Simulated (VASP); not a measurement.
Here is the system:

```
CELL_PARAMETERS angstrom
      0.00000     2.84691     2.84691
      2.84691     0.00000     2.84691
      2.84691     2.84691     0.00000
ATOMIC_POSITIONS crystal
  Li 0.25000 0.25000 0.25000
  Li 0.75000 0.75000 0.75000
  S  0.00000 0.00000 0.00000
```

Method: MS2 meta-GGA, VASP's PBE PAW potentials (set 64) (plane waves; VASP 6.6.1). Numerical set-up: 520 eV cut-off, 7×7×7 Γ-centred mesh, Gaussian smearing of 0.050 eV, potentials Li_sv S.

Task: Predict the energy per atom (σ→0), pressure.

Result: 
| Quantity | Value |
|---|---|
| energy per atom (σ→0) | -6.201 eV/atom |
| pressure | -1.65 GPa |

The absolute energy has meaning only against runs of the same code, potentials and settings.

The compound is Li2S in the antifluorite structure. This cell is one point of a volume scan, at 1.03 of the reference volume.
